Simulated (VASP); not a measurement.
Computed with r2SCAN+rVV10, VASP's PBE PAW potentials (set 64) (plane waves; VASP).

A VASP calculation is set up with these files.

**KPOINTS**
```
Automatic
0
gamma
 11 11 11
0 0 0
```

INCAR:
```
! general
SYSTEM  =HgTe
PREC    =Accurate
ENCUT   =520
LREAL   =.FALSE.
LASPH   =.TRUE.

! electronic loop
EDIFF   =1E-7
NELM    =100
ALGO    =Normal
LMAXMIX =6
LMIXTAU =.TRUE.

! smearing
ISMEAR  =-5

! functional
METAGGA =R2SCAN
LUSE_VDW=.TRUE.
BPARAM  =11.95
CPARAM  =0.0093

! ions
ISIF    =2

! output
LWAVE   =.FALSE.
LCHARG  =.FALSE.
LORBIT  =11
NEDOS   =601
```

**POSCAR**
```
HgTe
1
    0.0000000000     3.2703124100     3.2703124100
    3.2703124100     0.0000000000     3.2703124100
    3.2703124100     3.2703124100     0.0000000000
Hg Te
1 1
Direct
  0.0000000000   0.0000000000   0.0000000000
  0.2500000000   0.2500000000   0.2500000000
```

KPOINTS_OPT:
```
k-points along high-symmetry lines
10
Line-mode
Reciprocal
  0.000000   0.000000   0.000000 ! GAMMA
 -0.500000  -0.500000   0.000000 ! X

 -0.500000  -0.500000   0.000000 ! X
 -0.375000  -0.375000   0.250000 ! U

 -0.375000   0.000000   0.375000 ! K
  0.000000   0.000000   0.000000 ! GAMMA

  0.000000   0.000000   0.000000 ! GAMMA
 -0.000000  -0.000000   0.500000 ! L

 -0.000000  -0.000000   0.500000 ! L
 -0.500000  -0.250000   0.250000 ! W

 -0.500000  -0.250000   0.250000 ! W
 -0.500000  -0.500000   0.000000 ! X
```

POTCAR, in this order: Hg Te (PBE.64 set). Program: vasp_std.

Output

### OSZICAR
```
       N       E                     dE             d eps       ncg     rms          rms(c)
DAV:   1     0.334608505008E+02    0.33461E+02   -0.81885E+03  1464   0.121E+03
DAV:   2    -0.752898689800E+02   -0.10875E+03   -0.10361E+03  1541   0.270E+02
DAV:   3    -0.797459772338E+02   -0.44561E+01   -0.44373E+01  1791   0.571E+01
DAV:   4    -0.797803718763E+02   -0.34395E-01   -0.34390E-01  1859   0.479E+00
DAV:   5    -0.797806771896E+02   -0.30531E-03   -0.30531E-03  1771   0.362E-01    0.705E+00
DAV:   6    -0.746762143058E+02    0.51045E+01   -0.32674E+00  1476   0.264E+01    0.867E+00
DAV:   7    -0.746255569792E+02    0.50657E-01   -0.19978E-01  1476   0.549E+00    0.543E+00
DAV:   8    -0.745782167721E+02    0.47340E-01   -0.10581E-01  1566   0.324E+00    0.178E+00
DAV:   9    -0.745320688568E+02    0.46148E-01   -0.20655E-01  1456   0.393E+00    0.263E-01
DAV:  10    -0.746275235673E+02   -0.95455E-01   -0.46443E-02  1456   0.187E+00    0.308E-01
DAV:  11    -0.746218146796E+02    0.57089E-02   -0.95859E-03  1481   0.948E-01    0.105E-01
DAV:  12    -0.746279037259E+02   -0.60890E-02   -0.38960E-03  1506   0.509E-01    0.793E-02
DAV:  13    -0.746273474779E+02    0.55625E-03   -0.30811E-03  1516   0.558E-01    0.455E-02
DAV:  14    -0.746277992701E+02   -0.45179E-03   -0.10768E-04  1586   0.100E-01    0.385E-02
DAV:  15    -0.746278313899E+02   -0.32120E-04   -0.90868E-07  1996   0.873E-03    0.402E-02
DAV:  16    -0.746285579728E+02   -0.72658E-03   -0.17084E-04  1461   0.119E-01    0.369E-02
DAV:  17    -0.746288157371E+02   -0.25776E-03   -0.28535E-04  1481   0.143E-01    0.308E-02
DAV:  18    -0.746288218469E+02   -0.61098E-05   -0.17732E-05  1521   0.311E-02    0.275E-02
DAV:  19    -0.746288215617E+02    0.28522E-06   -0.68592E-07  1766   0.853E-03    0.121E-02
DAV:  20    -0.746288220374E+02   -0.47565E-06   -0.83150E-07  1476   0.104E-02    0.227E-03
DAV:  21    -0.746288219151E+02    0.12223E-06   -0.71610E-08  1068   0.252E-03    0.173E-03
DAV:  22    -0.746288221438E+02   -0.22870E-06   -0.81007E-08  1008   0.322E-03    0.167E-03
DAV:  23    -0.746288221259E+02    0.17902E-07   -0.64742E-08  1003   0.268E-03
   1 F= -.74628822E+02 E0= -.74628822E+02  d E =0.000000E+00
       N       E                     dE             ncg
       N       E                     dE             ncg
```

OUTCAR:
```
------------------------ aborting loop because EDIFF is reached ----------------------------------------
  FORCE on cell =-STRESS in cart. coord.  units (eV):
  Direction    XX          YY          ZZ          XY          YZ          ZX
  --------------------------------------------------------------------------------------
  Total       -0.0116434     -0.0116434     -0.0116434     -0.0000000      0.0000000      0.0000000
  in kB       -0.2666823     -0.2666823     -0.2666823     -0.0000000      0.0000000      0.0000000
  external PRESSURE =      -0.2666823 kB  Pullay stress =       0.0000000 kB
  volume of cell :       69.95
      direct lattice vectors                 reciprocal lattice vectors
     0.000000000  3.270312410  3.270312410    -0.152890592  0.152890592  0.152890592
     3.270312410  0.000000000  3.270312410     0.152890592 -0.152890592  0.152890592
     3.270312410  3.270312410  0.000000000     0.152890592  0.152890592 -0.152890592
 POSITION                                       TOTAL-FORCE (eV/Angst)
 -----------------------------------------------------------------------------------
      0.00000      0.00000      0.00000        -0.000000     -0.000000     -0.000000
      1.63516      1.63516      1.63516         0.000000      0.000000      0.000000
 -----------------------------------------------------------------------------------
    total drift:                                0.000000      0.000000      0.000000
  FREE ENERGIE OF THE ION-ELECTRON SYSTEM (eV)
  ---------------------------------------------------
  free  energy   TOTEN  =       -74.6288221259 eV

  energy  without entropy=      -74.6288221259  energy(sigma->0) =      -74.62882213

 total charge

# of ion       s       p       d       tot
------------------------------------------
    1        0.728   0.395   9.356  10.480
    2        1.370   1.992   0.030   3.393
--------------------------------------------------
tot          2.099   2.388   9.386  13.873
```
(Selected blocks of OUTCAR.)

OUTCAR:
```
 val. band max:        2.4834508812   @ k =   0.0000   0.0000   0.0000

 cond. band min:       2.4834511939   @ k =   0.0000   0.0000   0.0000


 Fermi energy:         2.4843486481

 k-point     1 :       0.0000    0.0000    0.0000
  band No.  band energies     occupation
      1      -9.6726      2.00000
      2      -4.9470      2.00000
      3      -4.9470      2.00000
      4      -4.9470      2.00000
      5      -4.4161      2.00000
      6      -4.4161      2.00000
      7       1.9565      2.00000
      8       2.4835      2.00000
      9       2.4835      2.00000
     10       2.4835      0.00000
     11       7.0914      0.00000
     12       7.0914      0.00000
     13       7.0914      0.00000

 k-point     2 :       0.0909    0.0000    0.0000
  band No.  band energies     occupation
      1      -9.6317      2.00000
      2      -4.9354      2.00000
      3      -4.9354      2.00000
      4      -4.9307      2.00000
      5      -4.4172      2.00000
      6      -4.4172      2.00000
      7       1.1310      2.00000
      8       2.3912      2.00000
      9       2.3912      2.00000
     10       3.0818     -0.00000
     11       6.9554      0.00000
     12       7.2193      0.00000
     13       7.2193      0.00000

 k-point     3 :       0.1818    0.0000    0.0000
  band No.  band energies     occupation
      1      -9.5190      2.00000
      2      -4.9056      2.00000
      3      -4.9056      2.00000
      4      -4.8702      2.00000
      5      -4.4185      2.00000
      6      -4.4185      2.00000
      7       0.0046      2.00000
      8       2.1628      2.00000
      9       2.1628      2.00000
     10       3.4946      0.00000
     11       7.1242      0.00000
     12       7.5104      0.00000
     13       7.5104      0.00000

 k-point     4 :       0.2727    0.0000    0.0000
  band No.  band energies     occupation
      1      -9.3646      2.00000
      2      -4.8694      2.00000
      3      -4.8694      2.00000
...
```

For a metal the tetrahedron method with Blöchl corrections gives inexact stress and forces. Unless said otherwise, spin-orbit coupling is left out, though it shifts the bands of the heavy elements here.

The compound is HgTe in the zinc blende structure. It was relaxed first.
